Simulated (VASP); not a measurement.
Given:

```
MoSi2
1.0
   -1.61339     1.61339     3.94736
    1.61339    -1.61339     3.94736
    1.61339     1.61339    -3.94736
Si Mo
2 1
Cartesian
  0.00000   0.00000   5.24975
  0.00000   0.00000   2.64497
  0.00000   0.00000   0.00000
```

Computed with revPBE GGA, VASP's PBE PAW potentials (set 64) (plane waves; VASP). Settings: 520 eV cut-off, 15×15×15 Γ-centred mesh, tetrahedra with Blöchl corrections, potentials Si Mo_sv.

The cores are frozen, which limits the accuracy of field gradients.

**Question.** Give the principal components of the electric field gradient (V/Å²) and the asymmetry η at each nucleus.

**Answer.** 
| atom | Vxx | Vyy | Vzz | η |
|---|---|---|---|---|
| Si1 | 5.6 | 5.6 | -11.3 | 0.00 |
| Si2 | 5.6 | 5.6 | -11.3 | 0.00 |
| Mo3 | 29.3 | 29.3 | -58.5 | 0.00 |

The compound is MoSi2 in the MoSi2 type structure. It was relaxed first.
